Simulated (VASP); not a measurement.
All values below come from PBE GGA, VASP's PBE PAW potentials (set 64) (plane waves; VASP).

A VASP calculation is set up with these files.

KPOINTS:
```
K-points
0
G
  5 5 1
```

### INCAR
```
ALGO=Normal
DIPOL=0.5 0.5 0.5
EDIFF=1E-6
ENCUT=400
GGA=PE
IDIPOL=3
ISMEAR=1
LASPH=T
LCHARG=F
LDIPOL=T
LMAXMIX=6
LORBIT=11
LREAL=F
LVHAR=T
LWAVE=F
NELM=100
NELMIN=4
PREC=Normal
SIGMA=0.1
SYSTEM=Hf16Cl
```

File POSCAR:
```
Hf16Cl
1.0
  6.3898045719   0.0000000000   0.0000000000
  3.1949022860   5.5337330082   0.0000000000
  0.0000000000   0.0000000000  21.5389683049
Hf Cl
16 1
Cart
  6.3904174248   1.8442201491   7.1012368313
  3.1942830427   1.8442201491   7.1012368313
  7.9872525200   4.6114423289   7.0783368845
  4.7923502337   4.6121536798   7.1012368313
  9.5811487099   5.5316787105   9.4210811794
  6.3933627199   5.5316787105   9.4210811794
  7.9872557149   2.7709750994   9.4210811794
  4.7923534290   2.7668665041   9.4294267413
  6.4116413846   1.8319664904  12.1234043990
  3.1730590828   1.8319664904  12.1234043990
  7.9872525200   4.6114423289  12.0310940305
  4.7923502337   4.6366609973  12.1234043990
  9.4968081835   5.4829846856  14.4552704466
  6.4777032463   5.4829846856  14.4552704466
  7.9872557149   2.8683631493  14.4552704466
  4.7923534290   2.7668665041  14.4069377319
  1.5974543379   0.9222906793  16.2728554115
```

POTCAR, in this order: Hf Cl (PBE.64 set). Program: vasp_std. Read from the step before: WAVECAR.

Output of the run:

### OUTCAR
```
 ion  position               nearest neighbor table
   1  0.833  0.333  0.330-   5 2.96   7 2.96   8 2.97   4 3.19   2 3.19   3 3.19   3 3.19   4 3.20
                             2 3.20
   2  0.333  0.333  0.330-   6 2.96   7 2.96   8 2.97   4 3.19   1 3.19   3 3.19   3 3.19   4 3.20
                             1 3.20
   3  0.833  0.833  0.329-   7 2.98   6 2.98   5 2.98   1 3.19   2 3.19   2 3.19   1 3.19   4 3.19
                             4 3.19
   4  0.333  0.833  0.330-   5 2.96   6 2.96   8 2.97   1 3.19   2 3.19   3 3.19   3 3.19   1 3.20
                             2 3.20
   5  1.000  1.000  0.437-   1 2.96   4 2.96   3 2.98   7 3.19   6 3.19  11 3.19   8 3.19   8 3.19
                             7 3.20   6 3.20   9 3.27  12 3.27
   6  0.501  1.000  0.437-   2 2.96   4 2.96   3 2.98   7 3.19   5 3.19  11 3.19   8 3.19   8 3.19
                             7 3.20   5 3.20  10 3.27  12 3.27
   7  1.000  0.501  0.437-   2 2.96   1 2.96   3 2.98   6 3.19   5 3.19  11 3.19   8 3.19   8 3.19
                             6 3.20   5 3.20  10 3.27   9 3.27
   8  0.500  0.500  0.438-   4 2.97   1 2.97   2 2.97   5 3.19   6 3.19   5 3.19   6 3.19   7 3.19
                             7 3.19  12 3.28   9 3.28  10 3.28
   9  0.838  0.331  0.563-  16 2.95  13 3.00  15 3.00  12 3.15  10 3.15  11 3.20  11 3.20  12 3.24
                            10 3.24   5 3.27   7 3.27   8 3.28
  10  0.331  0.331  0.563-  16 2.95  14 3.00  15 3.00  12 3.15   9 3.15  11 3.20  11 3.20  12 3.24
                             9 3.24   6 3.27   7 3.27   8 3.28
  11  0.833  0.833  0.559-  15 2.99  14 2.99  13 2.99   7 3.19   6 3.19   5 3.19  10 3.20   9 3.20
                             9 3.20  10 3.20  12 3.20  12 3.20
  12  0.331  0.838  0.563-  16 2.95  13 3.00  14 3.00   9 3.15  10 3.15  11 3.20  11 3.20   9 3.24
                            10 3.24   5 3.27   6 3.27   8 3.28
  13  0.991  0.991  0.671-  17 2.66  11 2.99   9 3.00  12 3.00  15 3.02  14 3.02  16 3.20  16 3.20
                            15 3.37  14 3.37
  14  0.518  0.991  0.671-  17 2.66  11 2.99  10 3.00  12 3.00  15 3.02  13 3.02  16 3.20  16 3.20
                            15 3.37  13 3.37
  15  0.991  0.518  0.671-  17 2.66  11 2.99  10 3.00   9 3.00  14 3.02  13 3.02  16 3.20  16 3.20
                            14 3.37  13 3.37
  16  0.500  0.500  0.669-  12 2.95   9 2.95  10 2.95  13 3.20  14 3.20  13 3.20  14 3.20  15 3.20
                            15 3.20
  17  0.167  0.167  0.756-  15 2.66  14 2.66  13 2.66
  LATTYP: Found a hexagonal cell.
 ALAT       =     6.3898045059
 C/A-ratio  =     3.3708336906
 Subroutine PRICEL returns:
 Original cell was already a primitive cell.
 Subroutine GETGRP returns: Found  6 space group operations
The static configuration has the point symmetry C_1h.
 The point group associated with its full space group is C_3v.
The dynamic configuration has the point symmetry C_1h.
 Subroutine INISYM returns: Found  6 space group operations
 Subroutine IBZKPT returns following result:
 Found      5 irreducible k-points:

 Following reciprocal coordinates:
            Coordinates               Weight
  0.000000  0.000000  0.000000      1.000000
  0.200000  0.000000  0.000000      6.000000
  0.400000  0.000000  0.000000      6.000000
  0.400000  0.200000  0.000000      6.000000
 -0.400000  0.200000  0.000000      6.000000
   k-points           NKPTS =      5   k-points in BZ     NKDIM =      5   number of bands    NBANDS=     44
   number of dos      NEDOS =    301   number of ions     NIONS =     17
   total plane-waves  NPLWV = 110592
   dimension x,y,z NGX =    32 NGY =   32 NGZ =  108
   dimension x,y,z NGXF=    64 NGYF=   64 NGZF=  216
   ions per type =              16   1
   PREC   = normal    normal or accurate (medium, high low for compatibility)
   ISTART =      1    job   : 0-new  1-cont  2-samecut
   ICHARG =      0    charge: 1-file 2-atom 10-const
   ISPIN  =      1    spin polarized calculation?
   LNONCOLLINEAR =      F non collinear calculations
   LSORBIT =      F    spin-orbit coupling
   INIWAV =      1    electr: 0-lowe 1-rand  2-diag
   ENCUT  =  400.0 eV  29.40 Ry    5.42 a.u.  10.42 10.42 35.12*2*pi/ulx,y,z
   NELM   =    100;   NELMIN=  4; NELMDL=  0     # of ELM steps
   EDIFF  = 0.1E-05   stopping-criterion for ELM
   LREAL  =      F    real-space projection
   NLSPLINE    = F    spline interpolate recip. space projectors
   LMAXMIX     =    6 max onsite mixed and CHGCAR
   VOSKOWN=      0    Vosko Wilk Nusair interpolation
   EDIFFG = 0.1E-04   stopping-criterion for IOM
...
```

OSZICAR:
```
       N       E                     dE             d eps       ncg     rms          rms(c)
DAV:   1    -0.157093222971E+03   -0.15709E+03   -0.22974E-02   792   0.360E-01    0.266E-01
DAV:   2    -0.157483401402E+03   -0.39018E+00   -0.19055E+00   836   0.335E+00    0.250E+00
DAV:   3    -0.157080485470E+03    0.40292E+00   -0.24676E+00   840   0.304E+00    0.231E-01
DAV:   4    -0.157086801298E+03   -0.63158E-02   -0.10341E-01   704   0.612E-01    0.571E-02
DAV:   5    -0.157087711537E+03   -0.91024E-03   -0.95272E-03   768   0.204E-01    0.319E-02
DAV:   6    -0.157087750651E+03   -0.39114E-04   -0.93324E-04   704   0.567E-02    0.256E-02
DAV:   7    -0.157087744953E+03    0.56978E-05   -0.15232E-04   776   0.219E-02    0.191E-02
DAV:   8    -0.157087732509E+03    0.12444E-04   -0.44052E-05   736   0.141E-02    0.110E-02
DAV:   9    -0.157087728617E+03    0.38917E-05   -0.34138E-05   720   0.146E-02    0.306E-03
DAV:  10    -0.157087729645E+03   -0.10283E-05   -0.52076E-06   512   0.661E-03    0.365E-03
DAV:  11    -0.157087730292E+03   -0.64666E-06   -0.11945E-06   400   0.298E-03
   1 F= -.15708773E+03 E0= -.15709607E+03  d E =0.250202E-01
```

OUTCAR:
```
------------------------ aborting loop because EDIFF is reached ----------------------------------------
  FORCE on cell =-STRESS in cart. coord.  units (eV):
  Direction    XX          YY          ZZ          XY          YZ          ZX
  --------------------------------------------------------------------------------------
  Total       -1.0682748     -1.0682748     -0.1626971     -0.0000000      0.0000000      0.0000000
  in kB       -2.2473095     -2.2473095     -0.3422628     -0.0000000      0.0000000      0.0000000
  external PRESSURE =      -1.6122940 kB  Pullay stress =       0.0000000 kB
  volume of cell :      761.61
      direct lattice vectors                 reciprocal lattice vectors
     6.389804572  0.000000000  0.000000000     0.156499309 -0.090354919  0.000000000
     3.194902286  5.533733008  0.000000000     0.000000000  0.180709839  0.000000000
     0.000000000  0.000000000 21.538968305     0.000000000  0.000000000  0.046427479
 POSITION                                       TOTAL-FORCE (eV/Angst)
 -----------------------------------------------------------------------------------
      6.39042      1.84422      7.10124         0.002322     -0.001340     -0.000904
      3.19428      1.84422      7.10124        -0.002322     -0.001340     -0.000904
      7.98725      4.61144      7.07834         0.000000     -0.000000      0.013314
      4.79235      4.61215      7.10124         0.000000      0.002681     -0.000904
      9.58115      5.53168      9.42108         0.010699      0.006177      0.004346
      6.39336      5.53168      9.42108        -0.010699      0.006177      0.004346
      7.98726      2.77098      9.42108        -0.000000     -0.012354      0.004346
      4.79235      2.76687      9.42943         0.000000     -0.000000      0.026920
      6.41164      1.83197     12.12340        -0.004205      0.002428     -0.016168
      3.17306      1.83197     12.12340         0.004205      0.002428     -0.016168
      7.98725      4.61144     12.03109         0.000000     -0.000000     -0.014560
      4.79235      4.63666     12.12340        -0.000000     -0.004856     -0.016168
      9.49681      5.48298     14.45527        -0.002363     -0.001364     -0.005028
      6.47770      5.48298     14.45527         0.002363     -0.001364     -0.005028
      7.98726      2.86836     14.45527         0.000000      0.002728     -0.005028
      4.79235      2.76687     14.40694         0.000000     -0.000000      0.012264
      1.59745      0.92229     16.27286         0.000000     -0.000000      0.015323
 -----------------------------------------------------------------------------------
    total drift:                               -0.000264     -0.000153      0.003064
  FREE ENERGIE OF THE ION-ELECTRON SYSTEM (eV)
  ---------------------------------------------------
  free  energy   TOTEN  =      -157.0877302919 eV

  energy  without entropy=     -157.1127504532  energy(sigma->0) =     -157.09607035

 total charge

# of ion       s       p       d       tot
------------------------------------------
    1        0.656   0.378   1.959   2.994
    2        0.656   0.378   1.959   2.994
    3        0.656   0.375   1.946   2.977
    4        0.656   0.378   1.959   2.994
    5        0.627   0.497   2.016   3.140
    6        0.627   0.497   2.016   3.140
    7        0.627   0.497   2.016   3.140
    8        0.622   0.495   2.006   3.122
    9        0.618   0.499   1.997   3.114
   10        0.618   0.499   1.997   3.114
   11        0.629   0.509   2.009   3.148
   12        0.618   0.499   1.997   3.114
   13        0.629   0.432   2.006   3.067
   14        0.629   0.432   2.006   3.067
   15        0.629   0.432   2.006   3.067
   16        0.659   0.384   1.975   3.018
   17        1.603   3.519   0.000   5.122
--------------------------------------------------
tot         11.758  10.700  31.873  54.330
```
(Selected blocks of OUTCAR.)

The cell is a thin slab with vacuum, built from Hf (hcp): (001) face, Cl adsorbed.
